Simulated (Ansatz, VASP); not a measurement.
# SiTe5: VASP beside Ansatz

```
Si Te
1.0
     6.34753    0.00000    0.00000
    -3.17376    5.49712    0.00000
     0.00000    0.00000    4.73292
Si Te
1 5
Cartesian
  0.0000 0.0000 2.3665
  3.1738 1.8324 2.3665
  1.9060 0.0000 0.0000
  2.2208 3.8465 0.0000
  -0.9530 1.6507 0.0000
  0.0000 3.6647 2.3665
```

Change from the starting cell: species swapped into the Mg5Cu type (P-62m, No. 189).

Alike in both runs: functional PBE; k mesh 3 × 3 × 4; occupations gaussian, width 0.1 eV; no spin polarisation.

Ansatz relaxed the structure, and its values are those at the end. VASP's run is a single point on that final structure, the one shown.

|  | VASP | Ansatz |
| --- | --- | --- |
| version | VASP 6.6.1 | Ansatz 0.2.0 |
| potentials or method | VASP PAW PBE potentials, release 64 (Si, Te) | scalar-relativistic, plane waves, PAW |
| plane-wave cutoff (eV) | 520 | 420 |
| valence electrons in the cell | 34 | 84 |

Ansatz gave:

```
gap on the k mesh at the Fermi level (eV) : none
pressure (GPa)                            : 0.0
rms of the force components (eV/Å)        : 0.004
```

Q: Estimate VASP's values.

A: gap on the k mesh at the Fermi level (eV): none; pressure (GPa): -0.1; rms of the force components (eV/Å): 0.005.

A gap of «none» marks a metal or a gap that the smearing closes. The two sets of potentials don't hold the same shells in valence.

Caveats: the k mesh is coarse (spacing up to 0.38 Å⁻¹), so the values aren't converged. The runs have no spin-orbit coupling, so splittings on Te are missing.
